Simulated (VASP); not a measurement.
Here is the system:

```
CELL_PARAMETERS angstrom
      2.18729    -3.78850     0.00000
      2.18729     3.78850     0.00000
      0.00000     0.00000     5.94349
ATOMIC_POSITIONS crystal
  Te 0.00000 0.27651 0.66667
  Te 0.72349 0.72349 0.00000
  Te 0.27651 0.00000 0.33333
```

Level of theory: AM05 GGA, VASP's PBE PAW potentials (set 64) (plane waves; VASP). Run with 520 eV cut-off, Gaussian smearing of 0.050 eV, potentials Te.

Unless said otherwise, spin-orbit coupling is left out, though it shifts the bands of the heavy elements here.

### Question
Give the energies of bands 4 to 12 at the high-symmetry points, in eV from the valence-band maximum.

### Answer

```csv
band,Γ,M,K,A,L,H
4,-3.03,-5.01,-4.58,-4.05,-5.92,-5.34
5,-2.69,-4.57,-4.58,-2.68,-3.69,-5.25
6,-2.69,-3.80,-3.28,-2.68,-3.69,-5.25
7,-1.73,-3.76,-3.28,-1.33,-2.63,-0.95
8,-1.73,-0.95,-3.12,-0.95,-2.33,0.00
9,-0.99,-0.78,-3.00,-0.95,-0.27,0.00
10,0.98,0.70,2.95,0.36,0.54,0.06
11,0.98,0.72,2.95,0.39,1.96,1.12
12,1.64,2.67,3.19,0.39,2.60,1.12
```

The gap is direct, 0.06 eV, from the valence maximum at H to the conduction minimum at H.

The compound is Te in the trig structure. It was relaxed first.
